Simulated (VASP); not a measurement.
Given:

```
K2S
1.0
    0.00000     3.88925     3.88925
    3.88925     0.00000     3.88925
    3.88925     3.88925     0.00000
K S
2 1
Direct
  0.25000   0.25000   0.25000
  0.75000   0.75000   0.75000
  0.00000   0.00000   0.00000
```

Computed with RPBE GGA, VASP's PBE PAW potentials (set 64) (plane waves; VASP). Numerical set-up: 520 eV cut-off, 5×5×5 Γ-centred mesh, Gaussian smearing of 0.050 eV, potentials K_sv S.

**Question.** Estimate the energy per atom (σ→0).

**Answer.** 
```json
{
 "energy per atom (σ→0)": "-2.945 eV/atom"
}
```

The absolute energy has meaning only against runs of the same code, potentials and settings.

The compound is K2S in the antifluorite structure. This cell is one point of a volume scan, at 1.06 of the reference volume.
